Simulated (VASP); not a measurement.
Here is the system:

```
CELL_PARAMETERS angstrom
      2.75418     0.00000     0.00000
      0.00000     2.75418     0.00000
      0.00000     0.00000     3.21400
ATOMIC_POSITIONS crystal
  Zn 0.50000 0.50000 0.50000
  Ni 0.00000 0.00000 0.00000
```
Starting moments (μB, in the order of the record's atoms Zn Ni): 0.0 2.0.

Computed with PBEsol GGA, VASP's PBE PAW potentials (set 64) (plane waves; VASP). Run with 400 eV cut-off, 12×12×10 Γ-centred mesh, first-order Methfessel-Paxton smearing of 0.10 eV, potentials Zn Ni.

Energy and stress use the plane-wave basis of the starting cell.

**Question.** The ions, cell shape and volume are relaxed. Which structure does the run end with?

**Answer.** 
```
CELL_PARAMETERS angstrom
      2.66301     0.00000     0.00000
      0.00000     2.66301     0.00000
      0.00000     0.00000     3.23741
ATOMIC_POSITIONS crystal
  Zn 0.50000 0.50000 0.50000
  Ni 0.00000 0.00000 0.00000
```
Space group P4/mmm (123), at a tolerance of 0.03 Å. The cell ends with 0.00 μB, on the sites 0.00 0.00 μB.

**Question.** How do energy and volume change from the first to the last step?

**Answer.** The energy (σ→0) changes by -24.0 meV/atom and the volume by -5.8 %, in 8 ionic steps.

The structure comes from a measured ZnNi entry (P4/mmm) of the Crystallography Open Database, whose conditions weren't checked. This run relaxes it. Symmetry was kept, so distortions that lower it aren't found.
